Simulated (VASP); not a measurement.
OSZICAR of a VASP run on Hf$_{2}$Hg (space group I4/mmm):

**OSZICAR**
```
       N       E                     dE             d eps       ncg     rms          rms(c)
DAV:   1     0.120921089095E+03    0.12092E+03   -0.13214E+04  4216   0.102E+03
DAV:   2    -0.184156391191E+02   -0.13934E+03   -0.13306E+03  4524   0.301E+02
DAV:   3    -0.244275360425E+02   -0.60119E+01   -0.57473E+01  5288   0.490E+01
DAV:   4    -0.245251329753E+02   -0.97597E-01   -0.96816E-01  4820   0.576E+00
DAV:   5    -0.245271484960E+02   -0.20155E-02   -0.20141E-02  5136   0.716E-01    0.742E+01
DAV:   6    -0.232267237434E+02    0.13004E+01   -0.32693E+00  4544   0.164E+01    0.404E+01
DAV:   7    -0.229692313803E+02    0.25749E+00   -0.10108E+00  4260   0.631E+00    0.530E+00
DAV:   8    -0.229668878077E+02    0.23436E-02   -0.35556E-02  4860   0.128E+00    0.136E+00
DAV:   9    -0.229641350607E+02    0.27527E-02   -0.90721E-03  4332   0.622E-01    0.669E-01
DAV:  10    -0.229640350298E+02    0.10003E-03   -0.11904E-03  4704   0.295E-01    0.215E-01
DAV:  11    -0.229640282221E+02    0.68077E-05   -0.70730E-05  4756   0.734E-02    0.159E-02
DAV:  12    -0.229640277771E+02    0.44499E-06   -0.34619E-06  4400   0.137E-02
   1 F= -.22964028E+02 E0= -.22962306E+02  d E =-.229640E+02
       N       E                     dE             d eps       ncg     rms          rms(c)
DAV:   1    -0.240303095744E+02   -0.10663E+01   -0.23817E+01  4080   0.465E+01    0.137E+01
DAV:   2    -0.230881216313E+02    0.94219E+00   -0.32262E+00  4384   0.189E+01    0.280E+00
DAV:   3    -0.229701481294E+02    0.11797E+00   -0.27326E-01  4172   0.369E+00    0.146E+00
DAV:   4    -0.229425249352E+02    0.27623E-01   -0.67697E-02  4452   0.161E+00    0.892E-01
DAV:   5    -0.229409687928E+02    0.15561E-02   -0.28303E-03  4828   0.431E-01    0.664E-01
DAV:   6    -0.229405776685E+02    0.39112E-03   -0.13178E-03  4412   0.245E-01    0.120E-01
DAV:   7    -0.229405732668E+02    0.44017E-05   -0.10185E-04  4436   0.677E-02    0.615E-02
DAV:   8    -0.229405756179E+02   -0.23511E-05   -0.81062E-06  4740   0.217E-02    0.267E-02
DAV:   9    -0.229405747051E+02    0.91278E-06   -0.31616E-06  3680   0.147E-02
   2 F= -.22940575E+02 E0= -.22938704E+02  d E =0.234531E-01
       N       E                     dE             d eps       ncg     rms          rms(c)
DAV:   1    -0.233521271693E+02   -0.41155E+00   -0.84258E+00  4080   0.281E+01    0.863E+00
DAV:   2    -0.230381548315E+02    0.31397E+00   -0.97640E-01  4136   0.959E+00    0.207E+00
DAV:   3    -0.229949098189E+02    0.43245E-01   -0.82714E-02  4204   0.213E+00    0.138E+00
DAV:   4    -0.229839200704E+02    0.10990E-01   -0.26034E-02  4392   0.983E-01    0.556E-01
DAV:   5    -0.229833722776E+02    0.54779E-03   -0.16115E-03  4756   0.350E-01    0.315E-01
DAV:   6    -0.229833566225E+02    0.15655E-04   -0.35186E-04  4544   0.142E-01    0.917E-02
DAV:   7    -0.229833545280E+02    0.20945E-05   -0.14114E-05  4816   0.312E-02    0.398E-02
DAV:   8    -0.229833546338E+02   -0.10586E-06   -0.11598E-06  2488   0.924E-03
   3 F= -.22983355E+02 E0= -.22981509E+02  d E =-.193269E-01
       N       E                     dE             d eps       ncg     rms          rms(c)
DAV:   1    -0.229834252837E+02   -0.70756E-04   -0.15709E-03  4104   0.380E-01    0.115E-01
DAV:   2    -0.229833654872E+02    0.59796E-04   -0.19335E-04  4328   0.139E-01    0.255E-02
DAV:   3    -0.229833574994E+02    0.79879E-05   -0.16459E-05  4236   0.291E-02    0.157E-02
DAV:   4    -0.229833555441E+02    0.19552E-05   -0.44276E-06  3560   0.128E-02    0.690E-03
DAV:   5    -0.229833554416E+02    0.10254E-06   -0.55633E-07  2140   0.696E-03
   4 F= -.22983355E+02 E0= -.22981508E+02  d E =-.193277E-01
       N       E                     dE             d eps       ncg     rms          rms(c)
DAV:   1    -0.229842886557E+02   -0.93311E-03   -0.52779E-02  4096   0.179E+00    0.184E-01
DAV:   2    -0.229838861640E+02    0.40249E-03   -0.70168E-04  5048   0.196E-01    0.824E-02
DAV:   3    -0.229837333530E+02    0.15281E-03   -0.10881E-04  4744   0.786E-02    0.520E-02
DAV:   4    -0.229836920021E+02    0.41351E-04   -0.56261E-05  4896   0.567E-02    0.246E-02
DAV:   5    -0.229836919201E+02    0.81990E-07   -0.52346E-06  4328   0.165E-02
   5 F= -.22983692E+02 E0= -.22981868E+02  d E =-.336478E-03
       N       E                     dE             d eps       ncg     rms          rms(c)
DAV:   1    -0.229894354227E+02   -0.57434E-02   -0.47292E-01  4088   0.535E+00    0.556E-01
DAV:   2    -0.229858265202E+02    0.36089E-02   -0.62773E-03  5068   0.583E-01    0.247E-01
DAV:   3    -0.229844587862E+02    0.13677E-02   -0.96822E-04  4728   0.234E-01    0.155E-01
DAV:   4    -0.229840845441E+02    0.37424E-03   -0.50814E-04  4892   0.171E-01    0.730E-02
DAV:   5    -0.229840839891E+02    0.55504E-06   -0.47116E-05  4776   0.495E-02    0.244E-02
DAV:   6    -0.229840839969E+02   -0.77830E-08   -0.10196E-06  2928   0.731E-03
   6 F= -.22984084E+02 E0= -.22982266E+02  d E =-.728555E-03
       N       E                     dE             d eps       ncg     rms          rms(c)
DAV:   1    -0.229846924943E+02   -0.60851E-03   -0.94615E-02  4104   0.240E+00    0.298E-01
DAV:   2    -0.229844019169E+02    0.29058E-03   -0.37581E-03  4560   0.514E-01    0.107E-01
DAV:   3    -0.229842531472E+02    0.14877E-03   -0.22311E-04  4676   0.103E-01    0.655E-02
DAV:   4    -0.229842156865E+02    0.37461E-04   -0.44745E-05  4940   0.488E-02    0.488E-02
DAV:   5    -0.229842078095E+02    0.78770E-05   -0.12120E-05  4940   0.258E-02    0.192E-02
DAV:   6    -0.229842077990E+02    0.10433E-07   -0.94117E-07  2248   0.755E-03
   7 F= -.22984208E+02 E0= -.22982408E+02  d E =-.123802E-03
       N       E                     dE             d eps       ncg     rms          rms(c)
DAV:   1    -0.229842102076E+02   -0.23981E-05   -0.36601E-04  4104   0.150E-01    0.187E-02
DAV:   2    -0.229842091154E+02    0.10922E-05   -0.14486E-05  4604   0.320E-02    0.691E-03
DAV:   3    -0.229842085181E+02    0.59724E-06   -0.73921E-07  2260   0.640E-03
   8 F= -.22984209E+02 E0= -.22982407E+02  d E =-.124521E-03
       N       E                     dE             d eps       ncg     rms          rms(c)
DAV:   1    -0.229842102265E+02   -0.11112E-05   -0.41260E-04  4104   0.158E-01    0.198E-02
DAV:   2    -0.229842086561E+02    0.15704E-05   -0.16844E-05  4676   0.344E-02    0.797E-03
DAV:   3    -0.229842079086E+02    0.74752E-06   -0.96183E-07  2436   0.714E-03
   9 F= -.22984208E+02 E0= -.22982406E+02  d E =-.123912E-03
       N       E                     dE             d eps       ncg     rms          rms(c)
DAV:   1    -0.229848226863E+02   -0.61403E-03   -0.25078E-02  4088   0.149E+00    0.384E-01
DAV:   2    -0.229842642889E+02    0.55840E-03   -0.24141E-03  4516   0.497E-01    0.825E-02
DAV:   3    -0.229841869871E+02    0.77302E-04   -0.16299E-04  4440   0.922E-02    0.531E-02
DAV:   4    -0.229841668209E+02    0.20166E-04   -0.51232E-05  4512   0.431E-02    0.231E-02
DAV:   5    -0.229841659600E+02    0.86091E-06   -0.34909E-06  4208   0.164E-02
  10 F= -.22984166E+02 E0= -.22982371E+02  d E =0.419485E-04
       N       E                     dE             d eps       ncg     rms          rms(c)
DAV:   1    -0.229845240056E+02   -0.35718E-03   -0.11677E-02  4088   0.102E+00    0.261E-01
DAV:   2    -0.229842632819E+02    0.26072E-03   -0.11344E-03  4520   0.339E-01    0.578E-02
DAV:   3    -0.229842273520E+02    0.35930E-04   -0.74596E-05  4444   0.623E-02    0.377E-02
DAV:   4    -0.229842176736E+02    0.96785E-05   -0.24552E-05  4492   0.299E-02    0.154E-02
DAV:   5    -0.229842172904E+02    0.38312E-06   -0.14923E-06  2764   0.112E-02
  11 F= -.22984217E+02 E0= -.22982417E+02  d E =-.938188E-05
```

Problem. Which electronic solver shows in the log?

Solution. It is blocked Davidson (ALGO = Normal, or the opening steps of other solvers). The INCAR had ALGO = Normal.

Problem. Can the final energy be trusted as converged?

Solution. The calculation finished and met its thresholds. It stopped with EDIFF = 1E-6, NELM = 100, NSW = 50 and EDIFFG = -0.01 after 11 ionic steps (LDA (Ceperley-Alder, Perdew-Zunger), plane waves, VASP's LDA PAW potentials (set 64)). At this cut-off the stress carries a Pulay error, which pulls relaxed volumes low. Energy and stress use the plane-wave basis of the starting cell.

The structure comes from a computed database's Hf2Hg entry; how it stands against other phases isn't given here. This run relaxes it. Symmetry was kept, so distortions that lower it aren't found. The run is one of a series of settings (EDIFFG = -0.01, IBRION = 2, ISIF = 3, NSW = 50 against the base run), some of them coarse on purpose.
